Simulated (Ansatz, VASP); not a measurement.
**Ti3Fe: VASP beside Ansatz**

```xyz
4
Lattice="3.0574 0.0000 0.0000 -1.5287 2.6478 0.0000 0.0000 0.0000 8.1993" Properties=species:S:1:pos:R:3 pbc="T T T"
Fe    1.5287    0.8826    0.0000
Ti    0.0000    1.7652    6.4355
Ti    0.0000    1.7652    1.7638
Ti    1.5287    0.8826    4.0996
```

Change from the starting cell: volume scaled by 1.06.

Alike in both runs: task single point; functional PBE; k mesh 10 × 10 × 4; occupations fermi-dirac, width 0.05 eV; collinear spin, ferromagnetic start.

|  | VASP | Ansatz |
| --- | --- | --- |
| version | VASP 6.6.1 | Ansatz 0.2.0 |
| potentials or method | VASP PAW PBE potentials, release 64 (Fe, Ti_sv) | Ansatz PAW |
| plane-wave cutoff (eV) | 520 | 420 |
| valence electrons in the cell | 44 | 52 |

```tsv
	VASP	Ansatz	Ansatz less VASP
gap on the k mesh at the Fermi level (eV)	none	none	-
pressure (GPa)	-6.3	-6.0	+0.25
largest component of the traceless stress (GPa)	1.03	1.11	+0.081
rms of the force components (eV/Å)	0.041	0.038	-0.0021
net moment per atom (μB)	0.11	0.11	-0.001
size of the moment on the site where the two differ most (μB)	0.20	0.18	-0.020
```

Site moments also hang on the region over which each program counts them. Atom by atom the forces differ by 0.002 eV/Å (rms over components). A gap of «none» marks a metal or a gap that the smearing closes. The two sets of potentials don't hold the same shells in valence.

Caveats: the starting moments weren't kept (Ansatz).
